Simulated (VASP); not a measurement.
VASP ran on this input.

INCAR:
```
ALGO=Normal
EDIFF=1E-6
EDIFFG=-0.02
ENCUT=400
IBRION=2
ISIF=3
ISMEAR=0
LASPH=T
LCHARG=F
LMAXMIX=4
LREAL=F
LWAVE=F
NELM=100
NSW=60
PREC=Accurate
SIGMA=0.05
SYSTEM=PbSe
```

File KPOINTS:
```
Automatic mesh
0
Gamma
5 5 5
0 0 0
```

POSCAR:
```
PbSe
1
    2.1139745170    -5.8268468655    -0.0000000000
    2.1139745170     5.8268468655     0.0000000000
    0.0000000000     0.0000000000     4.3366084187
Pb Se
2 2
Direct
  0.6255713104   0.3744286896   0.7500000000
  0.3744286896   0.6255713104   0.2500000000
  0.8648048282   0.1351951718   0.7500000000
  0.1351951718   0.8648048282   0.2500000000
```

POTCAR, in this order: Pb_d Se (LDA.64 set). Program: vasp_std.

Q: Translate this LDA calculation to Quantum ESPRESSO's pw.x.

A: One equivalent input (not run):
```
&CONTROL
  calculation = 'vc-relax'
  pseudo_dir = './pseudo'
  outdir = './out'
  tprnfor = .true.
  tstress = .true.
  nstep = 60
  forc_conv_thr = 0.00078
/
&SYSTEM
  ibrav = 0
  nat = 4
  ntyp = 2
  ecutwfc = 86
  occupations = 'smearing'
  smearing = 'gaussian'
  degauss = 0.003675
  input_dft = 'pz'
/
&ELECTRONS
  conv_thr = 7.3e-08
  electron_maxstep = 100
/
&IONS
/
&CELL
/
ATOMIC_SPECIES
  Pb 207.200 Pb.upf
  Se 78.971 Se.upf
CELL_PARAMETERS angstrom
     2.1139745   -5.8268469   -0.0000000
     2.1139745    5.8268469    0.0000000
     0.0000000    0.0000000    4.3366084
ATOMIC_POSITIONS crystal
  Pb   0.6255713  0.3744287  0.7500000
  Pb   0.3744287  0.6255713  0.2500000
  Se   0.8648048  0.1351952  0.7500000
  Se   0.1351952  0.8648048  0.2500000
K_POINTS automatic
  5 5 5 0 0 0
```
Limits of the translation: the potentials are each code's own (VASP's PAW set, PseudoDojo norm-conserving files in pw.x), so ENCUT and ecutwfc are chosen apart and not converted; conv_thr bounds pw.x's estimated SCF error, while EDIFF bounds the energy change between steps; forc_conv_thr acts on force components and is met together with etot_conv_thr.

The structure comes from a computed database's PbSe entry (Cmcm); how it stands against other phases isn't given here. This run relaxes it. Symmetry was kept, so distortions that lower it aren't found. The start is the result of an earlier pass.
